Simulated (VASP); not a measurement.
# Be3ZnSe4 (Pmn2_1) in VASP: relaxation of cell and atoms with PBE

Aim: the relaxation of cell and atoms of Be3ZnSe4 with PBE.

All numbers are computed with VASP 6.6.1; they aren't measurements. Logs are shortened: lines on timing, memory, paths and dates and some standing lists are left out, and cuts for length are marked.

**1. Starting point**

The structure is orthorhombic, space group Pmn2_1 (No. 31). The conventional cell has a = 7.385 Å, b = 6.395 Å, c = 6.030 Å, α = 90.00°, β = 90.00°, γ = 90.00°. Around Be (site symmetry 1) lie 4 Se at 2.22 to 2.29 Å. Be (site symmetry m) is surrounded by 4 Se at 2.25 to 2.29 Å. Zn (site symmetry m) has 4 Se at 2.17 to 2.23 Å as nearest neighbours. Se (site symmetry m) is surrounded by 3 Be at 2.22 to 2.25 Å and 1 Zn at 2.23 Å. Se (site symmetry m) is surrounded by 1 Zn at 2.17 Å and 3 Be at 2.29 Å. Se (site symmetry 1) is surrounded by 1 Zn at 2.23 Å and 3 Be at 2.29 Å.

The cell was built by a generator and needn't be a form met in nature.

**2. Relaxation of cell and atoms, PBE**

The input, INCAR:

```
PREC = Normal
ENCUT = 520
EDIFF = 1E-4
ISMEAR = 0
SIGMA = 0.15
LREAL = Auto
LASPH = T
NELM = 60
ALGO = Fast
ISIF = 3
LWAVE = F
LCHARG = F
GGA = PE
IBRION = 2
NSW = 24
EDIFFG = -0.08
```

The input, KPOINTS:

```
regular mesh
0
Gamma
  2 2 3
```

The input, POSCAR:

```
Be3ZnSe4
1.0
    7.3850000000      0.0000000000      0.0000000000
    0.0000000000      6.3950000000      0.0000000000
    0.0000000000      0.0000000000      6.0300000000
Be Zn Se
6 2 8
Direct
    0.7500000000      0.6700000000      0.5000000000
    0.2500000000      0.6700000000      0.5000000000
    0.0000000000      0.1500000000      0.5000000000
    0.2500000000      0.3300000000      0.0000000000
    0.7500000000      0.3300000000      0.0000000000
    0.5000000000      0.8500000000      0.0000000000
    0.0000000000      0.8300000000      0.0000000000
    0.5000000000      0.1700000000      0.5000000000
    0.0000000000      0.8200000000      0.3700000000
    0.0000000000      0.1500000000      0.8800000000
    0.2500000000      0.6700000000      0.8800000000
    0.7500000000      0.6700000000      0.8800000000
    0.5000000000      0.1800000000      0.8700000000
    0.5000000000      0.8500000000      0.3800000000
    0.2500000000      0.3300000000      0.3800000000
    0.7500000000      0.3300000000      0.3800000000
```

Potentials or basis: VASP PAW PBE potentials, release 64 (Be, Zn, Se).

Launch:

```console
$ cat potpaw_PBE.64/Be/POTCAR potpaw_PBE.64/Zn/POTCAR potpaw_PBE.64/Se/POTCAR > POTCAR
$ mpirun -np 4 vasp_std > vasp.out
```

OUTCAR:

```text
PREC = Normal
   ENCUT = 520
   EDIFF = 1E-4
   ISMEAR = 0
   LREAL = Auto
   LASPH = T
   NELM = 60
   ISIF = 3
   GGA = PE
   IBRION = 2
   NSW = 24
   EDIFFG = -0.08

 ion  position               nearest neighbor table
   1  0.750  0.670  0.500-   9 2.22  12 2.29  16 2.29  14 2.29
   2  0.250  0.670  0.500-   9 2.22  11 2.29  15 2.29  14 2.29
   3  0.000  0.150  0.500-   9 2.25  10 2.29  15 2.29  16 2.29
   4  0.250  0.330  0.000-  13 2.22  15 2.29  11 2.29  10 2.29
   5  0.750  0.330  0.000-  13 2.22  16 2.29  12 2.29  10 2.29
   6  0.500  0.850  0.000-  13 2.25  14 2.29  11 2.29  12 2.29
[... 8 lines left out ...]
  15  0.250  0.330  0.380-   8 2.23   4 2.29   2 2.29   3 2.29
  16  0.750  0.330  0.380-   8 2.23   5 2.29   1 2.29   3 2.29

  LATTYP: Found a simple orthorhombic cell.
 ALAT       =     6.0300000000
 B/A-ratio  =     1.0605306799
 C/A-ratio  =     1.2247097844

  Lattice vectors:

 A1 = (   0.0000000000,   0.0000000000,  -6.0300000000)
 A2 = (   0.0000000000,   6.3950000000,   0.0000000000)
 A3 = (   7.3850000000,   0.0000000000,   0.0000000000)

Analysis of symmetry for initial positions (statically):
=====================================================================
 Subroutine PRICEL returns:
 Original cell was already a primitive cell.

 Routine SETGRP: Setting up the symmetry group for a
 simple orthorhombic supercell.

 Subroutine GETGRP returns: Found  4 space group operations
 (whereof  2 operations were pure point group operations)
 out of a pool of  8 trial point group operations.

The static configuration has the point symmetry C_1h.
 The point group associated with its full space group is C_2v.

Analysis of symmetry for dynamics (positions and initial velocities):
=====================================================================
 Subroutine PRICEL returns:
 Original cell was already a primitive cell.

 Routine SETGRP: Setting up the symmetry group for a
 simple orthorhombic supercell.

 Subroutine GETGRP returns: Found  4 space group operations
 (whereof  2 operations were pure point group operations)
 out of a pool of  8 trial point group operations.

The dynamic configuration has the point symmetry C_1h.
 The point group associated with its full space group is C_2v.

 Subroutine INISYM returns: Found  4 space group operations
 (whereof  2 operations are pure point group operations),
 and found     1 'primitive' translations

----------------------------------------------------------------------------------------

                                     Primitive cell

  volume of cell :     284.7793

  direct lattice vectors                    reciprocal lattice vectors
     7.385000000  0.000000000  0.000000000     0.135409614  0.000000000  0.000000000
     0.000000000  6.395000000  0.000000000     0.000000000  0.156372166  0.000000000
     0.000000000  0.000000000  6.030000000     0.000000000  0.000000000  0.165837479

  length of vectors
     7.385000000  6.395000000  6.030000000     0.135409614  0.156372166  0.165837479

  position of ions in fractional coordinates (direct lattice)
     0.750000000  0.670000000  0.500000000
     0.250000000  0.670000000  0.500000000
     0.000000000  0.150000000  0.500000000
     0.250000000  0.330000000  0.000000000
     0.750000000  0.330000000  0.000000000
     0.500000000  0.850000000  0.000000000
[... 8 lines left out ...]
     0.250000000  0.330000000  0.380000000
     0.750000000  0.330000000  0.380000000

  ion indices of the primitive-cell ions
   primitive index   ion index
                 1           1
                 2           2
                 3           3
                 4           4
                 5           5
                 6           6
[... 8 lines left out ...]
                15          15
                16          16

----------------------------------------------------------------------------------------

 KPOINTS: regular mesh

Automatic generation of k-mesh.
 Grid dimensions read from file:
 generate k-points for:    2    2    3

 Generating k-lattice:

  Cartesian coordinates                     Fractional coordinates (reciprocal lattice)
     0.067704807  0.000000000  0.000000000     0.500000000  0.000000000  0.000000000
     0.000000000  0.078186083  0.000000000     0.000000000  0.500000000  0.000000000
     0.000000000  0.000000000  0.055279160     0.000000000  0.000000000  0.333333333

  Length of vectors
     0.067704807  0.078186083  0.055279160

  Shift w.r.t. Gamma in fractional coordinates (k-lattice)
     0.000000000  0.000000000  0.000000000

 Subroutine IBZKPT returns following result:
 ===========================================

 Found      8 irreducible k-points:

 Following reciprocal coordinates:
            Coordinates               Weight
  0.000000  0.000000  0.000000      1.000000
  0.500000  0.000000  0.000000      1.000000
  0.000000  0.500000  0.000000      1.000000
  0.500000  0.500000  0.000000      1.000000
  0.000000  0.000000  0.333333      2.000000
  0.500000  0.000000  0.333333      2.000000
  0.000000  0.500000  0.333333      2.000000
  0.500000  0.500000  0.333333      2.000000
   k-points           NKPTS =      8   k-points in BZ     NKDIM =      8   number of bands    NBANDS=     52
   number of dos      NEDOS =    301   number of ions     NIONS =     16
   total plane-waves  NPLWV =  54432
   dimension x,y,z NGX =    42 NGY =   36 NGZ =   36
   dimension x,y,z NGXF=    84 NGYF=   72 NGZF=   72
   ions per type =               6   2   8
   NGX,Y,Z   is equivalent  to a cutoff of   9.45,  9.36,  9.93 a.u.
   NGXF,Y,Z  is equivalent  to a cutoff of  18.91, 18.72, 19.85 a.u.
 SYSTEM =  unknown system
   PREC   = normal    normal or accurate (medium, high low for compatibility)
   ISTART =      0    job   : 0-new  1-cont  2-samecut
   ICHARG =      2    charge: 1-file 2-atom 10-const
   ISPIN  =      1    spin polarized calculation?
   LNONCOLLINEAR =      F non collinear calculations
   LSORBIT =      F    spin-orbit coupling
   LASPH  =      T    aspherical Exc in radial PAW
   ENCUT  =  520.0 eV  38.22 Ry    6.18 a.u.  13.73 11.89 11.21*2*pi/ulx,y,z
   NELM   =     60;   NELMIN=  2; NELMDL= -5     # of ELM steps
   EDIFF  = 0.1E-03   stopping-criterion for ELM
   LREAL  =      T    real-space projection
   EDIFFG = -.8E-01   stopping-criterion for IOM
   NSW    =     24    number of steps for IOM
   IBRION =      2    ionic relax: 0-MD 1-quasi-New 2-CG
   NFREE  =      1    steps in history (QN), initial steepest desc. (CG)
   ISIF   =      3    stress and relaxation
   ISYM   =      2    0-nonsym 1-usesym 2-fastsym
   POTIM  = 0.5000    time-step for ionic-motion
   TEBEG  =    0.0;   TEEND  =   0.0 temperature during run
   PSTRESS=    0.0 pullay stress
   NELECT =      84.0000    total number of electrons
   NUPDOWN=      -1.0000    fix difference up-down
   EMIN   =  10.00;   EMAX   =-10.00  energy-range for DOS
   EFERMI =   0.00;   METHOD = LEGACY
   ISMEAR =     0;   SIGMA  =   0.15  broadening in eV -4-tet -1-fermi 0-gaus
   EFERMI_NEDOS =   21; number of points for ismear=-14 and -15
   IALGO  =     68    algorithm
   IMIX   =      4    mixing-type and parameters
     AMIX     =   0.40;   BMIX     =  1.00
     AMIX_MAG =   1.60;   BMIX_MAG =  1.00
  volume/ion in A,a.u.               =      17.80       120.11
  Fermi-wavevector in a.u.,A,eV,Ry     =   1.089762  2.059352 16.158034  1.187582
  Thomas-Fermi vector in A             =   2.225973
   LORBIT       =      0    0 simple, 1 ext, 2 COOP (PROOUT), +10 PAW based schemes
   GGA     = PE    functional components
   LHFCALC =     F    Hartree Fock is set to
   AEXX    =    0.0000 exact exchange contribution
   IVDW    =     0    specifies the selected vdW correction
   LEPSILON=     F    determine dielectric tensor
   LRPA    =     F    only Hartree local field effects (RPA)
 conjugate gradient relaxation of ions
 non-spin polarized calculation
 RMM-DIIS sequential band-by-band and
 Gauss-broadening in eV      SIGMA  =   0.15
  energy-cutoff  :      520.00
  volume of cell :      284.78
 maximum number of plane-waves:      7716
   NGX = 27   NGY = 23   NGZ = 23

--------------------------------------- Ionic step        1  -------------------------------------------

 number of electron      83.9999891 magnetization

 Free energy of the ion-electron system (eV)
  ---------------------------------------------------
  ext. energy  EPLUGINS =         0.00000000
  ---------------------------------------------------
  free energy    TOTEN  =       -62.19715596 eV

  energy without entropy =      -62.19715596  energy(sigma->0) =      -62.19715596

------------------------ aborting loop because EDIFF is reached ----------------------------------------

  FORCE on cell =-STRESS in cart. coord.  units (eV):
  Direction    XX          YY          ZZ          XY          YZ          ZX
  --------------------------------------------------------------------------------------
  -------------------------------------------------------------------------------------
  Total       13.3460890     13.6765777     13.6124427      0.0000000      0.0000000      0.0000000
  in kB       75.0855277     76.9448677     76.5840424      0.0000000      0.0000000      0.0000000
  external PRESSURE =      76.2048126 kB  Pullay stress =       0.0000000 kB
[... 131 lines left out ...]
  FREE ENERGIE OF THE ION-ELECTRON SYSTEM (eV)
  ---------------------------------------------------
  free  energy   TOTEN  =       -64.3459519706 eV

  energy  without entropy=      -64.3459519706  energy(sigma->0) =      -64.34595197

[... ionic steps 4 to 9 ...]

--------------------------------------- Ionic step       10  -------------------------------------------

 number of electron      83.9999979 magnetization

------------------------ aborting loop because EDIFF is reached ----------------------------------------

  FORCE on cell =-STRESS in cart. coord.  units (eV):
  Direction    XX          YY          ZZ          XY          YZ          ZX
  --------------------------------------------------------------------------------------
  -------------------------------------------------------------------------------------
  Total        0.5224391      0.7918247      0.5850929      0.0000000      0.0000000      0.0000000
  in kB        2.7993669      4.2428061      3.1350822      0.0000000      0.0000000      0.0000000
  external PRESSURE =       3.3924184 kB  Pullay stress =       0.0000000 kB
[... 85 lines left out ...]
  energy  without entropy=      -64.8086463162  energy(sigma->0) =      -64.80864632

--------------------------------------- Ionic step       12  -------------------------------------------

 number of electron      83.9999874 magnetization

 Free energy of the ion-electron system (eV)
  ---------------------------------------------------
  ext. energy  EPLUGINS =         0.00000000
  ---------------------------------------------------
  free energy    TOTEN  =       -64.81104383 eV

  energy without entropy =      -64.81104383  energy(sigma->0) =      -64.81104383

 E-fermi :   3.3570     XC(G=0):  -9.3175

 val. band max:        2.6902965609   @ k =   0.0000   0.0000   0.0000
 cond. band min:       5.5617132852   @ k =   0.0000   0.5000   0.3333
 fundamental gap:      2.8714167243
 Fermi energy:         3.3569807287

 k-point     1 :       0.0000    0.0000    0.0000
  band No.  band energies     occupation
      1     -10.8619      2.00000
      2      -9.8207      2.00000
      3      -9.7874      2.00000
      4      -9.7122      2.00000
      5      -9.6699      2.00000
      6      -9.3356      2.00000
[... 472 lines left out ...]
  FREE ENERGIE OF THE ION-ELECTRON SYSTEM (eV)
  ---------------------------------------------------
  free  energy   TOTEN  =       -64.8110438284 eV

  energy  without entropy=      -64.8110438284  energy(sigma->0) =      -64.81104383

 reached required accuracy - stopping structural energy minimisation
```

It took 2.6 min on 4 MPI ranks of Intel Xeon 6975P-C (Granite Rapids), shared host; peak memory 0.15 GiB.

What came out:

```
Free energy                            : -64.8110 eV
Relaxed volume                         : 18.85 Å³/atom
Relaxed cell                           : a = 7.547 Å, b = 6.472 Å, c = 6.175 Å, α = 90.00°, β = 90.00°, γ = 90.00°
Space group after relaxing (to 0.05 Å) : Pmn2_1 (No. 31)
Energy gained by relaxing              : 163.4 meV/atom
Ionic steps                            : 12
Pressure after relaxing                : 0.0 GPa
Largest force after relaxing           : 0.068 eV/Å
Band gap on the k mesh                 : 2.87 eV, indirect (least direct gap 2.90 eV)
```

Forces on the atoms (eV/Å):
```
Be   0.015  0.031  0.016
Be  -0.015  0.031  0.016
Be   0.000 -0.026 -0.029
Be   0.015 -0.031  0.016
Be  -0.015 -0.031  0.016
Be   0.000  0.026 -0.029
Zn   0.000  0.063  0.024
Zn   0.000 -0.063  0.024
Se   0.000  0.023  0.005
Se   0.000 -0.004 -0.013
Se   0.012 -0.011 -0.010
Se  -0.012 -0.011 -0.010
Se   0.000 -0.023  0.005
Se   0.000  0.004 -0.013
Se  -0.012  0.011 -0.010
Se   0.012  0.011 -0.010
```

Step by step:
| step | energy change (eV) | largest force (eV/Å) | pressure (GPa) | volume (Å³) |
| --- | --- | --- | --- | --- |
| 1 | 0.0000 | 3.9705 | 7.62 | 284.78 |
| 2 | -2.1243 | 0.6805 | -3.80 | 321.12 |
| 3 | -2.1488 | 0.8195 | -2.91 | 316.56 |
| 4 | -2.4731 | 0.4250 | -0.54 | 304.19 |
| 5 | -2.5153 | 0.4312 | 0.69 | 297.79 |
| 6 | -2.5561 | 0.3019 | 0.28 | 299.77 |
| 7 | -2.5727 | 0.1865 | -0.20 | 301.60 |
| 8 | -2.5744 | 0.2034 | -0.49 | 302.27 |
| 9 | -2.5941 | 0.1574 | 0.16 | 300.23 |
| 10 | -2.5973 | 0.1683 | 0.34 | 299.01 |
| 11 | -2.6115 | 0.1111 | 0.16 | 300.74 |
| 12 | -2.6139 | 0.0678 | 0.05 | 301.64 |

Final structure:
```
Be Zn Se
1.0
     7.54684    0.00000    0.00000
     0.00000    6.47246    0.00000
     0.00000    0.00000    6.17530
Be Zn Se
6 2 8
Direct
  0.75028 0.66274 0.50024
  0.24972 0.66274 0.50024
  0.00000 0.17525 0.50246
  0.25028 0.33726 0.00024
  0.74972 0.33726 0.00024
  0.50000 0.82475 0.00246
  0.00000 0.83365 0.00380
  0.50000 0.16635 0.50380
  0.00000 0.83870 0.40314
  0.00000 0.19267 0.86761
  0.26516 0.65790 0.86626
  0.73484 0.65790 0.86626
  0.50000 0.16130 0.90314
  0.50000 0.80733 0.36761
  0.23484 0.34210 0.36626
  0.76516 0.34210 0.36626
```

Levels at points of the mesh, in eV from the valence-band top:
```tsv
k point	band 39	band 40	band 41	band 42	band 43	band 44	band 45	band 46
(0.00, 0.00, 0.00)	-0.73	-0.15	-0.01	0.00	2.90	3.20	3.41	3.99
(0.50, 0.00, 0.00)	-0.68	-0.68	-0.59	-0.59	3.64	3.64	4.26	4.26
(0.00, 0.50, 0.00)	-0.78	-0.78	-0.55	-0.45	2.88	3.49	3.57	3.68
(0.50, 0.50, 0.00)	-1.19	-1.19	-0.93	-0.93	3.97	3.97	4.34	4.34
```

Caveat: the k mesh is coarse (spacing up to 0.49 Å⁻¹), so the values aren't converged; an odd mesh through Γ misses points on the zone boundary, where band edges often lie; the relaxation stopped at a loose force limit of 0.08 eV/Å, so its end isn't a converged minimum.
